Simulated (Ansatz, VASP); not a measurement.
# Cross-check of Na58Cl27F31 between VASP and Ansatz, part 2 of 2

Wanted: the spread between two codes on one cell, functional and k mesh. Of the first pair: The structure shown is frame 18 of Ansatz's trajectory.

VASP 6.6.1 and Ansatz 0.2.0.

So far. Step 6 (VASP: single point, PBE, pair 2): The run ends at a pressure of -1.84 GPa, with forces up to 1.4 eV/Å.

## (8) Ansatz: dynamics, PBE

Level of this step: Ansatz beside VASP: Kohn-Sham DFT, plane waves, PBE (Ansatz).

One frame of this run of dynamics is then solved in both programs, so the motion causes no difference.

The structure compared here is frame 53 of Ansatz's trajectory.

Contents of input.yaml:

```yaml
crystal:
  lattice:
    - [13.922, 0.0, 0.0]
    - [0.0, 13.922, 0.0]
    - [0.0, 0.0, 13.922]
  atoms:
    - { symbol: Na, position: [0.44884, 0.82588, 0.43752] }
    - { symbol: Na, position: [0.50871, 0.34535, 0.58957] }
    - { symbol: Na, position: [0.93829, 0.90919, 0.53545] }
    - { symbol: Na, position: [0.08415, 0.56338, 0.79149] }
    - { symbol: Na, position: [0.21639, 0.0358, 0.86884] }
    - { symbol: Na, position: [0.94458, 0.66531, 0.50963] }
    - { symbol: Na, position: [0.92173, 0.60207, 0.70526] }
    - { symbol: Na, position: [0.68524, 0.91659, 0.4374] }
    - { symbol: Na, position: [0.5092, 0.69028, 0.88489] }
    - { symbol: Na, position: [0.74233, 0.36955, 0.49043] }
    - { symbol: Na, position: [0.37776, 0.06526, 0.41005] }
    - { symbol: Na, position: [0.81635, 0.76224, 0.95209] }
    - { symbol: Na, position: [0.25355, 0.79188, 0.79154] }
    - { symbol: Na, position: [0.22093, 0.53571, 0.15297] }
    - { symbol: Na, position: [0.04259, 0.22049, 0.13796] }
    - { symbol: Na, position: [0.62717, 0.4827, 0.76899] }
    - { symbol: Na, position: [0.98959, 0.1822, 0.52356] }
    - { symbol: Na, position: [0.50741, 0.40907, 0.02642] }
    - { symbol: Na, position: [0.96949, 0.97319, 0.98641] }
    - { symbol: Na, position: [0.75391, 0.21965, 0.02194] }
    - { symbol: Na, position: [0.69747, 0.97595, 0.87944] }
    - { symbol: Na, position: [0.97137, 0.37419, 0.36474] }
    - { symbol: Na, position: [0.41366, 0.1803, 0.04474] }
    - { symbol: Na, position: [0.34758, 0.48321, 0.8473] }
    - { symbol: Na, position: [0.18598, 0.29842, 0.36384] }
    - { symbol: Na, position: [0.35537, 0.61012, 0.64572] }
    - { symbol: Na, position: [0.89703, 0.07175, 0.75558] }
    - { symbol: Na, position: [0.48378, 0.90207, 0.66254] }
    - { symbol: Na, position: [0.9622, 0.37054, 0.60886] }
    - { symbol: Na, position: [0.7352, 0.79242, 0.68394] }
[... 80 atom lines left out ...]
    - { symbol: F, position: [0.48633, 0.12824, 0.8983] }
    - { symbol: F, position: [0.77763, 0.9945, 0.3251] }
    - { symbol: F, position: [0.26504, 0.15195, 0.9773] }
    - { symbol: F, position: [0.10226, 0.71426, 0.71608] }
    - { symbol: F, position: [0.05858, 0.21373, 0.31893] }
    - { symbol: F, position: [0.89399, 0.68179, 0.09872] }
kpoints:
  mp_grid: { grid: [1, 1, 1] }
hamiltonian:
  xc: pbe
scf:
  occupations: { method: fixed }
output:
  forces: true
md:
  timestep: 1.0
  n_steps: 53
  ensemble: nvt_langevin
  temperature: 600
  initial_velocities: maxwell_boltzmann
  seed: 4754
```

On the command line:

```
> ansatz run input.yaml --threads 4 --pin off --max-ram 8192MiB --backend cpu --events-out ev --progress --plain --runs-dir out
```

Numbers of over 12 decimals in the logs are rounded to 6 here.

Log:

```text
[...]
Crystal: 116 atoms, lattice volume = 2698.391 Å³
Basis set: ecut = 420 eV, 52635 PW (Γ), exchange–correlation on 192×192×192 points (8 copies of the dense FFT grid, shifted against one another)
Bands: 580, of which v1, the nominal top of the filled ones, is band 464 counted from 1 (463 counted from 0)
Symmetry: 1 space group operations
k-points: 1
[...]
atom   6  Na     0.00547409     0.44283918     0.10223000
  atom   7  Na    -0.32016033    -0.16074255    -0.53623048
  atom   8  Na     0.37356428     0.10068057    -0.37806269
[...]
atom 113  F      0.36177821     0.06914941    -0.49772690
  atom 114  F      0.27120648     0.18651330    -0.04259285
  atom 115  F      0.33396917    -0.41385941     0.15273709
  atom 116  F      0.26984008    -0.04389600    -0.27134774
  max |Σ_I F_I| component: 4.45e-5 eV/Å
--- MD trajectory: 53 steps, t = 0.0 → 53.0 fs ---
[...]
[key lines of the parts left out:]
SCF converged after 8 iterations
Free energy (F): -140574.275741 eV
Fermi energy:    0.439580 eV
```

## (9) VASP: single point, PBE, pair 3

The same cell, functional and mesh now go to VASP, with its own data sets.

Contents of INCAR:

```
SYSTEM = Na58Cl27F31
PREC = Accurate
ENCUT = 520
EDIFF = 1E-06
NELM = 120
ISMEAR = 0
SIGMA = 0.01
LREAL = Auto
ALGO = Normal
GGA = PE
NBANDS = 496
LORBIT = 11
LWAVE = .FALSE.
LCHARG = .FALSE.
ISIF = 2
LASPH = .TRUE.
GGA_COMPAT = .FALSE.
EFERMI = MIDGAP
NCORE = 4
```

Contents of POSCAR:

```
Na58Cl27F31
1.0
   13.9220000000      0.0000000000      0.0000000000
    0.0000000000     13.9220000000      0.0000000000
    0.0000000000      0.0000000000     13.9220000000
Na Cl F
58 27 31
Direct
    0.4137695733      0.8439735670      0.4459416750
    0.5174543887      0.3567878178      0.5944548197
    0.9414954748      0.9046760523      0.5431403534
    0.0957046401      0.5955178854      0.8071972418
    0.2137480247      0.0310659388      0.8556313748
    0.9537207298      0.6494038213      0.4832567160
    0.9162261169      0.6153210746      0.7147392616
    0.6712253986      0.9003663267      0.4561198104
    0.4799956903      0.7104582675      0.8802758224
    0.7442680649      0.3608892401      0.4584111478
    0.3668510272      0.0515874156      0.4464372935
    0.8214337021      0.7497342336      0.9455250682
    0.2511779917      0.7888880908      0.7950150840
    0.2135756357      0.5122899009      0.1538643873
    0.0479816118      0.2238830628      0.1291696595
    0.6232006896      0.4831777044      0.7563999425
    0.9991165062      0.1501221089      0.5056457406
    0.5272805631      0.4158238759      0.0297514725
    0.9555451803      0.9709883637      0.0148829191
    0.7788320644      0.1978307714      0.0082459417
    0.7166283580      0.9746228990      0.8797155581
    0.9868984341      0.3616506249      0.3688263181
    0.4130943830      0.1816549346      0.0436216061
    0.3474859934      0.5120456831      0.8173538285
    0.1809581957      0.2910214050      0.3597543456
    0.3486137049      0.5956543600      0.6272015515
    0.8922496768      0.0866111191      0.7613058469
    0.4556529234      0.9011564430      0.6771369056
    0.9712397644      0.3694727769      0.6049202701
    0.7206364028      0.7971268496      0.6932840109
[... 80 atom lines left out ...]
    0.4886869703      0.1232437868      0.9119092084
    0.7872072978      0.0048484413      0.3164631518
    0.2578724321      0.1329909496      0.0054518029
    0.1270507111      0.7225829622      0.7231073122
    0.0393693435      0.2171814394      0.3150696739
    0.8893837092      0.6811234018      0.0872719437
```

Contents of KPOINTS:

```
Automatic mesh
0
Gamma
1 1 1
0 0 0
```

The projector-augmented-wave data sets are Na_pv, Cl and F (PBE family, release 64).

On the command line:

```
> mpirun -np 16 vasp_gam
```

Log:

```text
[... set-up lines as in an earlier step ...]
 entering main loop
       N       E                     dE             d eps       ncg     rms          rms(c)
DAV:   1     0.127465090243E+05    0.12747E+05   -0.41950E+05   992   0.190E+03
DAV:   2     0.211830739468E+04   -0.10628E+05   -0.10308E+05  1024   0.544E+02
DAV:   3    -0.188555604962E+03   -0.23069E+04   -0.22092E+04  1112   0.247E+02
DAV:   4    -0.464060188863E+03   -0.27550E+03   -0.27144E+03  1128   0.747E+01
[...]
DAV:  20    -0.424596713947E+03    0.32073E-05   -0.78915E-05  1128   0.234E-02    0.928E-03
DAV:  21    -0.424596714854E+03   -0.90674E-06   -0.11419E-05  1080   0.750E-03    0.107E-02
DAV:  22    -0.424596714711E+03    0.14296E-06   -0.11091E-06   728   0.289E-03
   1 F= -.42459671E+03 E0= -.42459671E+03  d E =0.000000E+00
```

From OUTCAR (step 9):

```text
  FREE ENERGIE OF THE ION-ELECTRON SYSTEM (eV)
  ---------------------------------------------------
  free  energy   TOTEN  =      -424.5967147112 eV

  energy  without entropy=     -424.5967147112  energy(sigma->0) =     -424.59671471
```

The run ends at a pressure of -1.73 GPa, with forces up to 1.3 eV/Å.

## (10) Differences

What differs besides the data sets and the points named for the pairs above, as far as they apply: the data sets hold 928 valence electrons in Ansatz (on its default PAW (the set named soft_2) files) and 812 in VASP. Total energies have different zeros and are not compared.

Forces on 7 of the 116 atoms, those with the largest forces and the largest differences (eV/Å; atoms numbered as in POSCAR):

| atom | Ansatz x, y, z | VASP x, y, z |
| --- | --- | --- |
| Na24 | 0.117, -1.196, 0.485 | 0.104, -1.242, 0.504 |
| Na34 | 0.638, -0.167, 0.841 | 0.662, -0.162, 0.859 |
| Na49 | -0.900, 0.123, 0.317 | -0.954, 0.129, 0.339 |
| Cl75 | -0.413, 0.146, 0.826 | -0.418, 0.145, 0.834 |
| F89 | -0.542, 0.963, -0.455 | -0.555, 1.000, -0.475 |
| F91 | -0.414, 0.779, -0.318 | -0.431, 0.794, -0.335 |
| F95 | 0.657, -0.658, -0.514 | 0.710, -0.660, -0.539 |

The forces differ by 9.1 meV/Å r.m.s., which is 2.9 % of the r.m.s. force of 0.318 eV/Å (both taken over all components).

## (11) What came out

```json
{
 "r.m.s. force difference (single point, PBE, pair 1)": "2.2 % of the r.m.s. force",
 "r.m.s. force difference (single point, PBE, pair 2)": "3.0 % of the r.m.s. force",
 "r.m.s. force difference (single point, PBE, pair 3)": "2.9 % of the r.m.s. force"
}
```

In words: The r.m.s. force difference is 3.0 % of the r.m.s. force (single point, PBE, pair 2), at about the 3 % picked in this series as the mark of a large difference. The data sets hold unlike numbers of valence electrons (928 in Ansatz and 812 in VASP), so part of the differences comes from the potentials. Such differences can come from data sets, numerical settings and the points named under the comparisons, not from the functional's error against experiment.

[Lines on the potential files, build, host, timing and source positions are cut from VASP's logs without a mark.]

[Logs are printed without paths, hosts, clocks, repeated set-up lines and the standing remarks that a program may print on its own settings, such as how far it seeks lower states.]

[Hosts, paths, dates, database ids (printed as entryN), source tags and the programs' standing remarks are cut or masked in the printed files.]
